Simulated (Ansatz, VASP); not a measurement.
# CoO: VASP beside Ansatz

Aim: how closely do two programs agree when they are given the same cell, functional and k mesh? The cell is taken from a series of runs on this material, whose earlier steps may have relaxed, scaled, displaced or heated it; both programs get it as it stands.

Main program and level: Ansatz 0.2.0; plane waves, with VASP 6.6.1 beside it; single point at PBE, DFT+U.

In doubt: warnings of the run leave room for a lower electronic state, so energies may not be the lowest and differences between runs may mislead.

**1. Set-up**

The structure is cubic, space group Fm-3m (No. 225). Conventional cell: a = 4.263 Å, b = 4.263 Å, c = 4.263 Å, α = 90.00°, β = 90.00°, γ = 90.00°. Nearest to Co lie 6 O at 2.13 Å. Nearest to O lie 6 Co at 2.13 Å. Farther neighbours and most contacts between anions are not listed.

**2. Ansatz: single point, PBE, DFT+U, pair 1**

Ansatz runs on its default PAW (the set named soft_2) files.

With cell and atoms fixed, the geometry can't cause a difference; cores, projectors, grids and the points listed under the comparison can.

Input file input.yaml:

```yaml
crystal:
  lattice:
    - [2.1315, 0.0, -2.1315]
    - [2.1315, -2.1315, 0.0]
    - [-2.1315, -2.1315, -4.263]
  atoms:
    - { symbol: Co, position: [0.0, 0.5, 0.5], spin: -3.0 }
    - { symbol: Co, position: [0.0, 0.0, 0.0], spin: 3.0 }
    - { symbol: O, position: [0.5, 0.25, 0.75] }
    - { symbol: O, position: [0.5, 0.75, 0.25] }
kpoints:
  mp_grid: { grid: [12, 12, 12] }
hamiltonian:
  xc: pbe
  hubbard: { sites: [{ species: Co, l: d, u_eff: 3.32 }] }
scf:
  occupations: { method: gaussian, width: 0.05 }
  max_iter: 100
output:
  forces: true
  stress: true
  eigenvalues: true
  populations: true
magnetization:
  spin_polarized: true
```

Command:

```
$ ansatz run input.yaml --threads 4 --pin off --max-ram 7168MiB --backend cpu --events-out ev --progress --plain --runs-dir out
```

Numbers of over 12 decimals in the logs are rounded to 6 here.

Output:

```text
Co: projections on atomic orbitals take those of the free atom [Ne] 3s2 3p6 3d7 4s2, of charge +0.00 (hamiltonian.pseudopotentials.projection_atoms); the dataset's partial waves leave at most 1.4e-6 of an orbital's norm unspanned inside its sphere
O: projections on atomic orbitals take those of the free atom [He] 2s2 2p4, of charge +0.00 (hamiltonian.pseudopotentials.projection_atoms); the dataset's partial waves leave at most 1.9e-8 of an orbital's norm unspanned inside its sphere
Engine: ansatz 0.2.0, aarch64-unknown-linux-gnu
Pseudopotentials: kind: paw
Pseudopotential: Co, paw, valence charge 17, recommended cutoff 420 eV (normal), Co.paw.azcp
Pseudopotential: O, paw, valence charge 6, recommended cutoff 420 eV (normal), O.paw.azcp
Functional definition: PBE
  parameter kappa = 0.804
  parameter beta = 0.066725
  exchange = pbe_x(kappa = kappa, mu = beta*pi^2/3)
  correlation = pbe_c(beta = beta)
Crystal: 4 atoms, lattice volume = 38.736 Å³
Basis set: ecut = 420 eV, 707 PW (Γ), exchange–correlation on 48×48×72 points (8 copies of the dense FFT grid, shifted against one another)
Bands: 32, of which v1, the nominal top of the filled ones, is band 23 counted from 1 (22 counted from 0)
Symmetry: 12 space group operations
Space group: R-3m (ITA 166), of the structure as read, at distance tolerance 3.4e-5 Å
Magnetic group: BNS 166.102 (UNI 1332), of the structure as read, at distance tolerance 3.4e-5 Å
k-points: 189 of 1728
Non-local potential: Co, projectors of the file, l = 0: 3, l = 1: 2, l = 2: 3, l = 3: 1
Non-local potential: O, projectors of the file, l = 0: 2, l = 1: 2, l = 2: 1
PAW form: soft (Blöchl's): semilocal exchange-correlation on the pseudo side does not see the compensation charge
PAW one-centre angular grid: Co, 590 points (default); XC on 64 Gauss nodes
PAW one-centre angular grid: O, 110 points (default); XC on 64 Gauss nodes
Initial density: superposition of atomic densities (chi_scale 0.1, normalization cell, long waves kept (reshape's long-wave potential 0.00 eV rms))
Starting moments: Σ|m| = 6 μB on 2 of 4 sites
Starting magnetic order: antiferromagnet; a translation exchanges its spin sublattices: spin-degenerate at every k-point
Initial wavefunctions: pseudopotential atomic-orbital guess
Functional: x = pbe(κ = 0.804, μ = 0.219515), c = pbe(β = 0.066725)
SCF iter   1: F=—  HF=-11383.969900 eV  |F-HF|=—  |Δ(HF+E_count)|=         —  Δρ=2.44e-1 (↑2.44e-1 ↓2.44e-1)  dr2=5.35e1  dr2_m=6.04e0  M=0.000 μB ∫|m|=3.024 μB  β_m=0.30  ethr=3.10e-3  ⟨swp⟩=5.4  Hψ=22058  notcnv=0  defer=75
preconditioner: auto → Kerker (q_TF=auto, 2.808 Å⁻¹)  [metal: Δε(μ)=0.001 eV  Ē_g=13.026 eV  σ=0.050 eV  W_gap=0.01  n_scr=16 (ndim 8)  ℏωp=32.7 eV  f_vac=0.000  D(μ)=7.11/eV (n_scr^D=128)]
spin=Collinear: Kerker preconditioning applied to the charge; magnetization (m = ρ↑ − ρ↓) channel mixes plain (no charge-response kernel on spin).
SCF iter   2: F=—  HF=-11380.467915 eV  |F-HF|=—  |Δ(HF+E_count)|=    3.50e0  Δρ=7.46e-2 (↑7.46e-2 ↓7.46e-2)  dr2=2.39e0  dr2_m=6.94e-1  M=0.000 μB ∫|m|=5.335 μB  β_m=1.00  ethr=3.10e-3  ⟨swp⟩=3.0  Hψ=13852  notcnv=0  defer=695
SCF iter   3: F=—  HF=-11380.382986 eV  |F-HF|=—  |Δ(HF+E_count)|=   8.49e-2  Δρ=3.27e-2 (↑3.27e-2 ↓3.27e-2)  dr2=6.44e-1  dr2_m=1.93e-3  M=0.000 μB ∫|m|=5.341 μB  β_m=1.00  ethr=3.10e-3  ⟨swp⟩=2.6  Hψ=11490  notcnv=0  defer=644
SCF iter   4: F=—  HF=-11380.906174 eV  |F-HF|=—  |Δ(HF+E_count)|=   5.23e-1  Δρ=2.63e-2 (↑2.63e-2 ↓2.63e-2)  dr2=6.08e-1  dr2_m=3.50e-2  M=0.000 μB ∫|m|=5.171 μB  β_m=0.30  ethr=1.40e-3  ⟨swp⟩=3.0  Hψ=11125  notcnv=0  defer=645
Mixer restart at iter 4: flushing history
spin-set hold released at iteration 4 (site moments contracting): the magnetisation degrees of freedom join the quasi-Newton model from the next iteration; the mixer history was flushed
SCF iter   5: F=—  HF=-11380.991252 eV  |F-HF|=—  |Δ(HF+E_count)|=   8.51e-2  Δρ=1.63e-2 (↑1.63e-2 ↓1.63e-2)  dr2=4.90e-2  dr2_m=4.34e-2  M=0.000 μB ∫|m|=5.336 μB  β_m=0.42  ethr=1.32e-3  ⟨swp⟩=2.9  Hψ=10442  notcnv=0  defer=652
SCF iter   6: F=—  HF=-11381.325463 eV  |F-HF|=—  |Δ(HF+E_count)|=   3.34e-1  Δρ=3.74e-2 (↑3.74e-2 ↓3.74e-2)  dr2=2.37e-1  dr2_m=2.43e-1  M=0.000 μB ∫|m|=5.365 μB  β_m=0.42  ethr=1.06e-4  ⟨swp⟩=2.0  Hψ=6562  notcnv=0  defer=652
SCF iter   7: F=—  HF=-11381.395217 eV  |F-HF|=—  |Δ(HF+E_count)|=   6.98e-2  Δρ=3.93e-2 (↑3.93e-2 ↓3.93e-2)  dr2=2.61e-1  dr2_m=2.69e-1  M=0.000 μB ∫|m|=5.367 μB  β_m=0.05  ethr=1.06e-4  ⟨swp⟩=1.0  Hψ=6024  notcnv=0  defer=652
SCF iter   8: F=—  HF=-11381.406933 eV  |F-HF|=—  |Δ(HF+E_count)|=   1.17e-2  Δρ=4.06e-2 (↑4.06e-2 ↓4.06e-2)  dr2=2.69e-1  dr2_m=2.85e-1  M=0.000 μB ∫|m|=5.333 μB  β_m=0.32  ethr=1.06e-4  ⟨swp⟩=2.0  Hψ=6466  notcnv=0  defer=661
[...]
SCF iter  19: F=—  HF=-11381.221860 eV  |F-HF|=—  |Δ(HF+E_count)|=   1.55e-7  Δρ=3.59e-5 (↑3.59e-5 ↓3.59e-5)  dr2=2.15e-7  dr2_m=2.21e-7  M=0.000 μB ∫|m|=5.389 μB  β_m=0.92  ethr=2.17e-10  ⟨swp⟩=9.1  Hψ=23689  notcnv=0
[...]
SCF 1 converged in 20 iterations: F = -11381.221860 eV  dr2 = 1.19e-8
[...]
SCF iter   4: F=—  HF=-11382.982874 eV  |F-HF|=—  |Δ(HF+E_count)|=   1.11e-3  Δρ=1.30e-3 (↑1.30e-3 ↓1.30e-3)  dr2=4.95e-4  dr2_m=3.35e-4  M=0.000 μB ∫|m|=5.478 μB  β_m=0.56  ethr=6.56e-6  ⟨swp⟩=1.0  Hψ=5292  notcnv=0  defer=755
SCF iter   5: F=—  HF=-11382.983876 eV  |F-HF|=—  |Δ(HF+E_count)|=   1.00e-3  Δρ=7.93e-4 (↑7.93e-4 ↓7.93e-4)  dr2=1.41e-4  dr2_m=1.06e-4  M=0.000 μB ∫|m|=5.479 μB  β_m=0.78  ethr=1.08e-6  ⟨swp⟩=2.0  Hψ=9639  notcnv=0  defer=755
SCF iter   6: F=—  HF=-11382.984243 eV  |F-HF|=—  |Δ(HF+E_count)|=   3.67e-4  Δρ=1.94e-4 (↑1.94e-4 ↓1.94e-4)  dr2=6.33e-6  dr2_m=6.90e-6  M=0.000 μB ∫|m|=5.479 μB  β_m=0.78  ethr=3.06e-7  ⟨swp⟩=2.0  Hψ=9634  notcnv=0  defer=755
SCF iter   7: F=—  HF=-11382.984270 eV  |F-HF|=—  |Δ(HF+E_count)|=   2.67e-5  Δρ=3.80e-5 (↑3.80e-5 ↓3.80e-5)  dr2=3.61e-7  dr2_m=3.15e-7  M=0.000 μB ∫|m|=5.479 μB  β_m=0.89  ethr=1.38e-8  ⟨swp⟩=2.0  Hψ=9639  notcnv=0  defer=755
SCF iter   8: F=-11382.984271 eV  HF=-11382.984271 eV  |F-HF|=3.09e-9  |Δ(HF+E_count)|=   7.84e-7  Δρ=4.40e-6 (↑4.40e-6 ↓4.40e-6)  dr2=4.35e-9  dr2_m=5.74e-9  M=0.000 μB ∫|m|=5.479 μB  ethr=2.17e-10  ⟨swp⟩=7.3  Hψ=26978  notcnv=0
SCF 2 converged in 8 iterations: F = -11382.984271 eV  dr2 = 4.35e-9
The result is that of the SCF that stage 1 started: 1.8 eV lower in free energy than the state whose close was followed first; 20 iterations were spent on what was left
Symmetry: 4 space group operations
k-points: 476 of 1728
Initial density: read from a saved state, or passed on in memory by an earlier SCF of this step, an earlier step, the calling program or the single point that the run made first
Initial wavefunctions: those read from a saved state, or passed on in memory by an earlier step or the calling program
the translation (0, 0.5, 0.5) carries every atom to within crystal.symmetry.tolerance of an atom of its element with the starting moment reversed, but both spin channels are solved: the run starts from a saved state that isn't shown to keep it, or this solve from the single point that its walk made first
iter 1 solved again at ethr=9.45e-12 eV; its pass at ethr=2.17e-6 eV (dr2=4.35e-9 eV) is discarded
SCF iter   1: F=—  HF=-11382.984271 eV  |F-HF|=—  |Δ(HF+E_count)|=         —  Δρ=4.40e-6 (↑4.40e-6 ↓4.40e-6)  dr2=4.35e-9  dr2_m=5.74e-9  M=0.000 μB ∫|m|=5.479 μB  ethr=9.45e-12  ⟨swp⟩=1.0  Hψ=138410  notcnv=0
preconditioner: auto → none  [insulator: Δε(μ)=2.308 eV  Ē_g=13.313 eV  σ=0.050 eV  W_gap=1.00  n_scr=16 (ndim 8)  ℏωp=32.7 eV  f_vac=0.000  D(μ)=0.00/eV (n_scr^D=0)  ε∞_Penn≈7.0]
SCF iter   2: F=—  HF=-11382.979044 eV  |F-HF|=—  |Δ(HF+E_count)|=   5.23e-3  Δρ=1.06e-3 (↑1.06e-3 ↓9.02e-4)  dr2=4.89e-4  dr2_m=5.79e-5  M=0.000 μB ∫|m|=5.479 μB  ethr=2.17e-6  ⟨swp⟩=5.0  Hψ=208787  notcnv=0
SCF iter   3: F=—  HF=-11382.984248 eV  |F-HF|=—  |Δ(HF+E_count)|=   5.20e-3  Δρ=6.56e-5 (↑6.47e-5 ↓6.56e-5)  dr2=2.42e-6  dr2_m=4.66e-7  M=0.000 μB ∫|m|=5.479 μB  ethr=2.17e-6  ⟨swp⟩=4.8  Hψ=111953  notcnv=0
SCF iter   4: F=-11382.984271 eV  HF=-11382.984271 eV  |F-HF|=5.87e-9  |Δ(HF+E_count)|=   2.23e-5  Δρ=3.62e-6 (↑3.62e-6 ↓1.93e-6)  dr2=7.67e-9  dr2_m=9.10e-10  M=0.000 μB ∫|m|=5.479 μB  ethr=2.17e-10  ⟨swp⟩=3.0  Hψ=92265  notcnv=0
SCF 3 converged in 4 iterations: F = -11382.984271 eV  dr2 = 7.67e-9
  greatest PAW one-centre occupation: 1.004 electrons in one spin orbital (limit 2), on the Co atom at site 0 (counted from 0), in its partial waves of l = 1
SCF converged after 8 iterations
Magnetization: 0.0000 μB (23.0000 up, 23.0000 down)
Absolute magnetization: 5.4758 μB (∫|ρ↑−ρ↓|, with the PAW one-centre terms)
Spin contamination: 2.8939 ħ² per cell (⟨S²⟩ above its minimum at these occupations)
Per-site moments (μB) at R_I (Å): [(-2.529922, 0.87924375), (2.529922, 0.87924375), (1.4050827635422352e-16, 0.87924375), (-1.1191996995837606e-16, 0.87924375)]
Free energy (F): -11382.984271 eV
Harris-Foulkes:  -11382.984271 eV  (|F-HF|=3.09e-9)
Internal energy: -11382.984271 eV  (E = F + TS)
E sigma→0 (E₀):  -11382.984271 eV
Fermi energy:    13.927589 eV
--- Per-component energies (eV) ---
  E_band       = -633.747826
  E_kinetic    = 1234.802757
  E_local      = -6874.491588  (includes V_loc(G=0)·N_el)
  E_nonlocal   = 1029.873745
  E_hartree    = 2822.189267
  E_xc         = -457.623526
  E_vxc        = -588.035664  (∫ρ·V_xc dr)
  E_hubbard    = 1.147970  (on-site DFT+U / exact-exchange correction)
  E_vhub       = -21.984776  (the Hubbard potential's part of the band-sum identity)
  E_paw        = -3354.757810  (= ΣΔE_a)
  E_vpaw       = -1058.299187  (= ΣTr[D̂ρ^β])
  E_aug_tail   = 0.005046  (compensation charges beyond the density's cutoff)
  E_ewald      = -5784.130132
  E_smearing   = -0.000000  (= −TS)
  E_closure    = 0.000000  (closes the sum)
  Σ components = -11382.984271   (vs F -11382.984271, Δ=0.00e0)
--- Forces (eV/Å), atoms counted from 1 ---
  atom   1  Co     0.00000000    -0.00000000    -0.00000000
  atom   2  Co     0.00000000     0.00000000     0.00000000
  atom   3  O     -0.00000000    -0.00000000    -0.00000000
  atom   4  O      0.00000000     0.00000000     0.00000000
  max |Σ_I F_I| component: 7.57e-29 eV/Å
--- Stress (GPa, compression-positive) ---
        5.587324      -0.455618      -0.455618
       -0.455618       5.587324      -0.455618
       -0.455618      -0.455618       5.587324
  P = ⅓ Tr σ = 5.5873 GPa (55.873 kbar)
--- Band table (eV; the first three rows and the last of 378) ---
  k-point 0 ↑: bands = [... 19 lower, 11.2762, 11.2762, 11.6946, 11.6946, 15.0807, 15.3601, 16.6458, 16.6458, ... 5 higher]
  k-point 1 ↑: bands = [... 19 lower, 11.3669, 11.3669, 11.7922, 11.7922, 15.2257, 15.3441, 16.6307, 16.6307, ... 5 higher]
  k-point 2 ↑: bands = [... 19 lower, 11.3877, 11.3877, 12.0077, 12.0077, 15.3003, 15.6073, 16.5899, 16.5899, ... 5 higher]
  k-point 188 ↓: bands = [... 19 lower, 11.5262, 11.8664, 12.0735, 12.2734, 15.5693, 16.4181, 16.5243, 22.2930, ... 5 higher]
Occupation matrices written to <dir>
--- Löwdin populations: 4 sites ---
  site symbol       q [e]    m [muB]
     0     Co     15.8300    -2.6195
     1     Co     15.8300     2.6195
     2      O      7.0469     0.0000
     3      O      7.0469     0.0000
  spilling = 0.005352 (of n_electrons = 46.000000)
```

In the SCF lines HF is the Harris–Foulkes energy and dr2 the Hartree energy of the density residual, in eV; the loop may stop once dr2 is under the threshold and the program's other checks hold. Hψ counts applications of the Hamiltonian.

The run ends at a pressure of 5.59 GPa.

(Part 1 of 2 ends here.)

[Lines on the potential files, build, host, timing and source positions are cut from VASP's logs without a mark.]

[Logs are printed without paths, hosts, clocks, repeated set-up lines and the standing remarks that a program may print on its own settings, such as how far it seeks lower states.]

[Hosts, paths, dates, database ids (printed as entryN), source tags and the programs' standing remarks are cut or masked in the printed files.]
